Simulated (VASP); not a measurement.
## Ca3ZrN3: relaxation of cell and atoms with PBE

The system is Ca3ZrN3.

```
CELL_PARAMETERS angstrom
4.71149 0.00000 0.00000
0.00000 4.71149 0.00000
0.00000 0.00000 4.71149
ATOMIC_POSITIONS crystal
Ca 0.00000 0.50000 0.00000
Ca 0.00000 0.00000 0.50000
Ca 0.50000 0.00000 0.00000
Zr 0.50000 0.50000 0.50000
N 0.50000 0.00000 0.50000
N 0.50000 0.50000 0.00000
N 0.00000 0.50000 0.50000
```

The cell was built by a generator and needn't be a form met in nature.

```yaml
Program: VASP 6.6.1
Task: relaxation of cell and atoms
Functional: PBE
Potentials_or_basis: VASP PAW PBE potentials, release 64 (Ca_sv, Zr_sv, N)
Cutoff: 520 eV
k_mesh: 3 × 3 × 3
Occupations: gaussian, width 0.15 eV
Spin: no spin polarisation
Further_INCAR_settings: PREC = Normal; ALGO = Fast; EDIFF = 0.0001; IBRION = 2; EDIFFG = -0.08; NSW = 24; ISIF = 3
```

| Item | Value |
| --- | --- |
| Relaxed volume | 15.83 Å³/atom |
| Relaxed cell | a = 4.804 Å, b = 4.804 Å, c = 4.804 Å, α = 90.00°, β = 90.00°, γ = 90.00° |
| Space group after relaxing (to 0.05 Å) | Pm-3m (No. 221) |
| Energy gained by relaxing | 19.8 meV/atom |
| Ionic steps | 3 |
| Pressure after relaxing | -0.1 GPa |
| Band gap on the k mesh | none (metal or under the smearing width) |

The path:
| step | energy change (eV) | largest force (eV/Å) | pressure (GPa) | volume (Å³) |
| --- | --- | --- | --- | --- |
| 1 | 0.0000 | 0.0000 | 7.31 | 104.59 |
| 2 | -0.0769 | 0.0000 | -4.19 | 115.25 |
| 3 | -0.1384 | 0.0000 | -0.08 | 110.84 |

Final structure:
```
Ca Zr N
1.0
     4.80359    0.00000    0.00000
     0.00000    4.80359    0.00000
     0.00000    0.00000    4.80359
Ca Zr N
3 1 3
Direct
  0.00000 0.50000 0.00000
  0.00000 0.00000 0.50000
  0.50000 0.00000 0.00000
  0.50000 0.50000 0.50000
  0.50000 0.00000 0.50000
  0.50000 0.50000 0.00000
  0.00000 0.50000 0.50000
```

Levels at points of the mesh, in eV from the Fermi level:
```csv
k point,band 24,band 25,band 26,band 27,band 28,band 29,band 30,band 31,band 32,band 33
"(0.00, 0.00, 0.00)",-0.75,-0.75,-0.75,-0.54,-0.54,-0.54,0.03,0.03,0.03,3.24
```

Run time: 6.4 s on 4 MPI ranks on Intel(R) Xeon(R) 6975P-C (Granite Rapids), on a shared host, peak memory 0.12 GiB a rank.

Caveat: the k mesh is coarse (spacing up to 0.44 Å⁻¹), so the values aren't converged; the relaxation stopped at a loose force limit of 0.08 eV/Å, so its end isn't a converged minimum.
